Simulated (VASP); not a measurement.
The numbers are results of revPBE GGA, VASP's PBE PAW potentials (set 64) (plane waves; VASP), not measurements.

The input files of a VASP run:

File POSCAR:
```
MgS
1
   -0.0000000000     2.6304171403     2.6304171403
    2.6304171403     0.0000000000     2.6304171403
    2.6304171403     2.6304171403    -0.0000000000
Mg S
1 1
Direct
  0.0000000000   0.0000000000   0.0000000000
  0.5000000000   0.5000000000   0.5000000000
```

KPOINTS:
```
Automatic mesh
0
Gamma
8 8 8
0 0 0
```

INCAR:
```
EDIFF=1E-6   # SCF stop (eV)
SYSTEM=MgS
IBRION=2   # conjugate gradients
ALGO=Normal   # blocked Davidson
PREC=Accurate
LASPH=T
ISIF=3   # ions, shape and volume
NSW=60
LREAL=F
ENCUT=520   # plane-wave cut-off (eV)
NELM=100   # most electronic steps
LWAVE=F
SIGMA=0.05   # width (eV)
ISMEAR=0
EDIFFG=-0.01   # ionic stop
LCHARG=F
GGA=RE
```

POTCAR, in this order: Mg S (PBE.64 set). Program: vasp_std.

What VASP printed:

File OSZICAR:
```
       N       E                     dE             d eps       ncg     rms          rms(c)
DAV:   1     0.228038159526E+02    0.22804E+02   -0.37015E+03   464   0.810E+02
DAV:   2    -0.749750553824E+01   -0.30301E+02   -0.29619E+02   624   0.107E+02
DAV:   3    -0.843421572996E+01   -0.93671E+00   -0.93671E+00   536   0.257E+01
DAV:   4    -0.843888856729E+01   -0.46728E-02   -0.46728E-02   768   0.211E+00
DAV:   5    -0.843889208865E+01   -0.35214E-05   -0.35213E-05   552   0.520E-02    0.477E+00
DAV:   6    -0.807073635408E+01    0.36816E+00   -0.94924E-01   504   0.483E+00    0.379E+00
DAV:   7    -0.803242788652E+01    0.38308E-01   -0.25223E-01   600   0.272E+00    0.247E+00
DAV:   8    -0.803439131502E+01   -0.19634E-02   -0.17469E-02   552   0.114E+00    0.938E-01
DAV:   9    -0.803422573550E+01    0.16558E-03   -0.56062E-04   560   0.194E-01    0.309E-01
DAV:  10    -0.803430532732E+01   -0.79592E-04   -0.25679E-04   672   0.112E-01    0.623E-02
DAV:  11    -0.803429662855E+01    0.86988E-05   -0.42939E-05   552   0.331E-02    0.131E-02
DAV:  12    -0.803429684358E+01   -0.21503E-06   -0.15566E-06   536   0.101E-02
   1 F= -.80342968E+01 E0= -.80342968E+01  d E =-.803430E+01
```

File OUTCAR:
```
------------------------ aborting loop because EDIFF is reached ----------------------------------------
  FORCE on cell =-STRESS in cart. coord.  units (eV):
  Direction    XX          YY          ZZ          XY          YZ          ZX
  --------------------------------------------------------------------------------------
  Total        0.0037500      0.0037500      0.0037500      0.0000000      0.0000000     -0.0000000
  in kB        0.1650566      0.1650566      0.1650566      0.0000000      0.0000000     -0.0000000
  external PRESSURE =       0.1650566 kB  Pullay stress =       0.0000000 kB
  volume of cell :       36.40
      direct lattice vectors                 reciprocal lattice vectors
     0.000000000  2.630417140  2.630417140    -0.190083920  0.190083920  0.190083920
     2.630417140  0.000000000  2.630417140     0.190083920 -0.190083920  0.190083920
     2.630417140  2.630417140  0.000000000     0.190083920  0.190083920 -0.190083920
 POSITION                                       TOTAL-FORCE (eV/Angst)
 -----------------------------------------------------------------------------------
      0.00000      0.00000      0.00000        -0.000000     -0.000000      0.000000
      2.63042      2.63042      2.63042         0.000000      0.000000     -0.000000
 -----------------------------------------------------------------------------------
    total drift:                                0.000000      0.000000      0.000000
  FREE ENERGIE OF THE ION-ELECTRON SYSTEM (eV)
  ---------------------------------------------------
  free  energy   TOTEN  =        -8.0342968436 eV

  energy  without entropy=       -8.0342968436  energy(sigma->0) =       -8.03429684

 reached required accuracy - stopping structural energy minimisation
```
(Selected blocks of OUTCAR.)

### OUTCAR
```
 val. band max:        3.5091882307   @ k =   0.0000   0.0000   0.0000

 cond. band min:       6.3317327490   @ k =   0.5000   0.5000   0.0000


 Fermi energy:         3.7355841110

 k-point     1 :       0.0000    0.0000    0.0000
  band No.  band energies     occupation
      1      -8.9635      2.00000
      2       3.5092      2.00000
      3       3.5092      2.00000
      4       3.5092      2.00000
      5       7.0901      0.00000
      6      11.5119      0.00000
      7      11.5119      0.00000
      8      11.5119      0.00000

 k-point     2 :       0.1250    0.0000    0.0000
  band No.  band energies     occupation
      1      -8.8211      2.00000
      2       2.4992      2.00000
      3       3.4152      2.00000
      4       3.4152      2.00000
      5       7.8898      0.00000
      6      11.1764      0.00000
      7      11.7447      0.00000
      8      11.7447      0.00000

 k-point     3 :       0.2500    0.0000    0.0000
  band No.  band energies     occupation
      1      -8.4378      2.00000
      2       0.8110      2.00000
      3       3.2092      2.00000
      4       3.2092      2.00000
      5       8.4275      0.00000
      6      11.3414      0.00000
      7      11.3414      0.00000
      8      11.7032      0.00000

 k-point     4 :       0.3750    0.0000    0.0000
  band No.  band energies     occupation
      1      -7.9752      2.00000
      2      -0.5648      2.00000
      3       3.0268      2.00000
      4       3.0268      2.00000
      5       8.2075      0.00000
      6      10.6800      0.00000
      7      10.6800      0.00000
      8      13.0531      0.00000

 k-point     5 :       0.5000    0.0000    0.0000
  band No.  band energies     occupation
      1      -7.7485      2.00000
      2      -1.1116      2.00000
      3       2.9570      2.00000
      4       2.9570      2.00000
      5       8.0784      0.00000
      6      10.4363      0.00000
      7      10.4363      0.00000
...
```

The compound is MgS in the rock salt structure. It was relaxed first. The start is the result of an earlier pass.
